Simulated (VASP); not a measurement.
OSZICAR of a VASP run on GaP (zinc blende):

File OSZICAR:
```
       N       E                     dE             d eps       ncg     rms          rms(c)
DAV:   1     0.676834213690E+02    0.67683E+02   -0.96587E+03   918   0.205E+03
DAV:   2    -0.172572030912E+02   -0.84941E+02   -0.82259E+02   990   0.337E+02
DAV:   3    -0.236227032914E+02   -0.63655E+01   -0.63343E+01  1140   0.777E+01
DAV:   4    -0.237386326763E+02   -0.11593E+00   -0.11586E+00  1060   0.115E+01
DAV:   5    -0.237416550669E+02   -0.30224E-02   -0.30221E-02  1161   0.152E+00    0.484E+00
DAV:   6    -0.214295954907E+02    0.23121E+01   -0.68758E-01  1124   0.191E+01    0.314E+00
DAV:   7    -0.215989886495E+02   -0.16939E+00   -0.45180E-01  1105   0.785E+00    0.154E+00
DAV:   8    -0.214413654066E+02    0.15762E+00   -0.11686E-01   945   0.479E+00    0.104E+00
DAV:   9    -0.214480643413E+02   -0.66989E-02   -0.20078E-01   935   0.488E+00    0.264E-01
DAV:  10    -0.214590192594E+02   -0.10955E-01   -0.15452E-01   910   0.413E+00    0.127E-01
DAV:  11    -0.214638736056E+02   -0.48543E-02   -0.55742E-03  1125   0.647E-01    0.504E-02
DAV:  12    -0.214632520466E+02    0.62156E-03   -0.56941E-04  1020   0.217E-01    0.666E-02
DAV:  13    -0.214642344554E+02   -0.98241E-03   -0.73147E-04   920   0.318E-01    0.258E-02
DAV:  14    -0.214642487600E+02   -0.14305E-04   -0.24968E-05  1165   0.497E-02    0.301E-02
DAV:  15    -0.214642449014E+02    0.38586E-05   -0.10408E-05   945   0.405E-02    0.247E-02
DAV:  16    -0.214642563267E+02   -0.11425E-04   -0.42712E-06   920   0.248E-02    0.336E-03
DAV:  17    -0.214642556958E+02    0.63087E-06   -0.94292E-07  1060   0.926E-03    0.249E-03
DAV:  18    -0.214642555007E+02    0.19517E-06   -0.44084E-07   950   0.754E-03    0.981E-04
DAV:  19    -0.214642549034E+02    0.59726E-06   -0.95974E-08   720   0.373E-03    0.859E-04
DAV:  20    -0.214642550901E+02   -0.18668E-06   -0.74899E-08   620   0.370E-03    0.115E-04
DAV:  21    -0.214642551002E+02   -0.10144E-07   -0.59140E-09   465   0.102E-03
   1 F= -.21464255E+02 E0= -.21464255E+02  d E =0.000000E+00
       N       E                     dE             ncg
       N       E                     dE             ncg
```

Which electronic solver shows in the log?

It is blocked Davidson (ALGO = Normal, or the opening steps of other solvers). The INCAR had ALGO = Normal.

Can the final energy be trusted as converged?

The calculation finished and met its thresholds. It stopped with EDIFF = 1E-7, NELM = 100 (r2SCAN meta-GGA, plane waves, VASP's PBE PAW potentials (set 64)).

The compound is GaP in the zinc blende structure. The cell was not relaxed at this level.
